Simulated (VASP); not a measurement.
VASP ran on this input.

INCAR:
```
AGGAC=0.0
ALGO=Normal
EDIFF=1E-7
EDIFFG=-0.01
ENCUT=520
GGA=MK
IBRION=2
ISIF=4
ISMEAR=0
LASPH=.TRUE.
LCHARG=.FALSE.
LMAXMIX=6
LREAL=.FALSE.
LUSE_VDW=.TRUE.
LWAVE=.FALSE.
NELM=100
NSW=30
PARAM1=0.1234568
PARAM2=0.7114
PREC=Accurate
SIGMA=0.05
SYSTEM=WSe2
ZAB_VDW=-1.8867
```

File KPOINTS:
```
Automatic
0
Gamma
 8 8 2
```

### POSCAR
```
WSe2
1
    1.6343601949    -2.8307945678     0.0000000000
    1.6343601949     2.8307945678     0.0000000000
    0.0000000000     0.0000000000    12.9386396066
W Se
2 4
Direct
  0.3333330000   0.6666670000   0.2500000000
  0.6666670000   0.3333330000   0.7500000000
  0.3333330000   0.6666670000   0.8791194177
  0.6666670000   0.3333330000   0.3791194177
  0.6666670000   0.3333330000   0.1208805823
  0.3333330000   0.6666670000   0.6208805823
```

POTCAR, in this order: W_sv Se (PBE.64 set). Program: vasp_std.

Translate this rev-vdW-DF2 calculation to Quantum ESPRESSO's pw.x.

One equivalent input (not run):
```
&CONTROL
  calculation = 'vc-relax'
  pseudo_dir = './pseudo'
  outdir = './out'
  tprnfor = .true.
  tstress = .true.
  nstep = 30
  forc_conv_thr = 0.00039
/
&SYSTEM
  ibrav = 0
  nat = 6
  ntyp = 2
  ecutwfc = 86
  occupations = 'smearing'
  smearing = 'gaussian'
  degauss = 0.003675
  input_dft = 'vdw-df2-b86r'
/
&ELECTRONS
  conv_thr = 7.3e-09
  electron_maxstep = 100
/
&IONS
/
&CELL
  cell_dofree = 'shape'
/
ATOMIC_SPECIES
  W 183.840 W.upf
  Se 78.971 Se.upf
CELL_PARAMETERS angstrom
     1.6343602   -2.8307946    0.0000000
     1.6343602    2.8307946    0.0000000
     0.0000000    0.0000000   12.9386396
ATOMIC_POSITIONS crystal
  W    0.3333330  0.6666670  0.2500000
  W    0.6666670  0.3333330  0.7500000
  Se   0.3333330  0.6666670  0.8791194
  Se   0.6666670  0.3333330  0.3791194
  Se   0.6666670  0.3333330  0.1208806
  Se   0.3333330  0.6666670  0.6208806
K_POINTS automatic
  8 8 2 0 0 0
```
The two are equivalent in intent, not identical: the potentials are each code's own (VASP's PAW set, PseudoDojo norm-conserving files in pw.x), so ENCUT and ecutwfc are chosen apart and not converted; conv_thr bounds pw.x's estimated SCF error, while EDIFF bounds the energy change between steps; forc_conv_thr acts on force components and is met together with etot_conv_thr.

The compound is WSe2 in the 2H layered structure. This cell is one point of a volume scan, at 0.97 of the reference volume. Symmetry was kept, so distortions that lower it aren't found.
